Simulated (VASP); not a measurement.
Input:

```
HoIn
1.0
    3.68297     0.00000     0.00000
    0.00000     3.68297     0.00000
    0.00000     0.00000     3.68297
Ho In
1 1
Direct
  0.00000   0.00000   0.00000
  0.50000   0.50000   0.50000
```

Method: PBEsol GGA with spin-orbit coupling, VASP's PBE PAW potentials (set 64) (plane waves; VASP). Run with 400 eV cut-off, 9×9×9 Γ-centred mesh, Gaussian smearing of 0.050 eV, potentials Ho_3 In_d.

The 4f electrons are frozen in the core of the lanthanide potential, so 4f levels, which can set the real gap, and their magnetism are missing.

Problem. What does the run give for the energy per atom (σ→0), band gap (over mesh and band path) with the smallest direct gap where there is one?

Solution. 
```yaml
band gap (over mesh and band path): none (metal, semimetal or under 0.01 eV)
energy per atom (σ→0): -4.637 eV/atom
```

Only differences to runs with the same potentials and settings are physical.

The structure comes from a measured HoIn entry (Pm-3m) of the Crystallography Open Database, whose conditions weren't checked. It was relaxed first, which changed the volume by -7 %.
